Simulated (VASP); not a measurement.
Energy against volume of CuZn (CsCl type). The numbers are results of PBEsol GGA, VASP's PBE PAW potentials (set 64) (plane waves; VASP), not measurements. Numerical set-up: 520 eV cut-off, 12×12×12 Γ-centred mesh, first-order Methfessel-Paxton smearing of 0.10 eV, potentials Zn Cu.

```json
[
 {"V (Å³/atom)": "11.611", "E (eV/atom)": "-3.02219"},
 {"V (Å³/atom)": "11.982", "E (eV/atom)": "-3.03936"},
 {"V (Å³/atom)": "12.352", "E (eV/atom)": "-3.04522"},
 {"V (Å³/atom)": "12.723", "E (eV/atom)": "-3.04162"}
]
```

Task: Fit these four points and predict the energy of the run at 13.093 Å³/atom.

Result: A cubic in V^(−2/3), the third-order Birch-Murnaghan form, passes through the four points with V0 = 12.39 Å³/atom and B0 = 134 GPa, and gives -3.0301 eV/atom there. The run gave -3.0301 eV/atom, -0.0 meV/atom from the fit; all five points give B0 = 134 GPa.

The compound is CuZn in the CsCl type structure. It was relaxed first.
